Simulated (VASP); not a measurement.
```yaml
crystal:
  lattice:
    - [3.29043, 0.00000, 0.00000]
    - [-1.64521, 2.84960, 0.00000]
    - [0.00000, 0.00000, 5.80773]
  atoms:
    - { symbol: Na, position: [0.00000, 0.00000, 0.00000] }
    - { symbol: Na, position: [0.00000, 0.00000, 0.50000] }
    - { symbol: H, position: [0.33333, 0.66667, 0.25000] }
    - { symbol: H, position: [0.66667, 0.33333, 0.75000] }
```

Level of theory: PBEsol GGA, VASP's PBE PAW potentials (set 64) (plane waves; VASP). Run with 400 eV cut-off, Gaussian smearing of 0.050 eV, potentials Na_pv H.

### Question
Give the energies of bands 7 to 11 at the high-symmetry points, in eV from the valence-band maximum.

### Answer

```tsv
band	Γ	M	K	A	L	H
7	-3.84	-0.86	-0.20	-2.88	-0.52	-0.14
8	-1.27	-0.28	-0.20	-2.88	-0.52	-0.14
9	3.20	4.24	5.50	6.53	4.18	5.00
10	10.55	5.75	5.93	6.53	4.18	5.00
11	11.48	6.91	5.93	12.07	9.75	6.56
```

The gap is indirect, 3.20 eV, from the valence maximum at K-Γ at 0.22 to the conduction minimum at Γ.

The structure was generated: NaH was put into the NiAs type type (P6_3/mmc), which need not be its known phase. It was relaxed first, which changed the volume by +46 %.
